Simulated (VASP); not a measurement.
VASP runs on ZrC (rock salt) share one base input (PBE GGA, plane waves, VASP's PBE PAW potentials (set 64)) and change the settings named in each case.

### POSCAR
```
ZrC
1
    0.0000000000     2.3500000000     2.3500000000
    2.3500000000     0.0000000000     2.3500000000
    2.3500000000     2.3500000000     0.0000000000
Zr C
1 1
Direct
  0.0000000000   0.0000000000   0.0000000000
  0.5000000000   0.5000000000   0.5000000000
```

**KPOINTS**
```
Automatic mesh
0
Gamma
12 12 12
0 0 0
```

**INCAR**
```
ALGO = Normal
EDIFF = 1E-6
ENCUT = 520
GGA = PE
ISIF = 2
ISMEAR = 1
LASPH = .TRUE.
LCHARG = .FALSE.
LMAXMIX = 4
LREAL = .FALSE.
LWAVE = .FALSE.
NELM = 100
PREC = Accurate
SIGMA = 0.1
SYSTEM = ZrC
```

POTCAR, in this order: Zr_sv C (PBE.64 set). Program: vasp_std.

```tsv
change	pressure (GPa)	electronic steps
base run	1.58	13
EDIFF = 1E-2	1.07	9
EDIFF = 1E-3	0.41	10
EDIFF = 1E-4	1.59	12
EDIFF = 1E-5	1.59	12
EDIFF = 1E-8	1.57	15
```

Left out are runs that ran out of time, are held back, or changed the cell or the kind of run, fixed moments of cells without a moment, rows past the twelfth, gaps on odd meshes, pressures of charged cells and columns that move by less than the noise.

The compound is ZrC in the rock salt structure. The cell was not relaxed at this level.
